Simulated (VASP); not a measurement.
```
CELL_PARAMETERS angstrom
      0.00000     3.31288     3.31288
      3.31288     0.00000     3.31288
      3.31288     3.31288     0.00000
ATOMIC_POSITIONS crystal
  Ag 0.00000 0.00000 0.00000
  I  0.75000 0.75000 0.75000
```

Method: PBE GGA, VASP's PBE PAW potentials (set 64) (plane waves; VASP). Run with 480 eV cut-off, 6×6×6 Γ-centred mesh, Gaussian smearing of 0.050 eV, potentials Ag I.

Unless said otherwise, spin-orbit coupling is left out, though it shifts the bands of the heavy elements here.

**Question.** What does the run give for the energy per atom (σ→0), band gap (on the k-mesh) with the smallest direct gap where there is one?

**Answer.** 
```json
{
  "band gap (on the k-mesh)": "1.34 eV",
  "smallest direct gap (on the k-mesh)": "1.34 eV",
  "energy per atom (σ→0)": "-2396 meV/atom"
}
```

Total energies compare only between runs with the same potentials, cut-off and functional.

The compound is AgI in the zinc blende structure, whereas wurtzite is the usual form. It was relaxed first, which changed the volume by +6 %. The start is the result of an earlier pass.
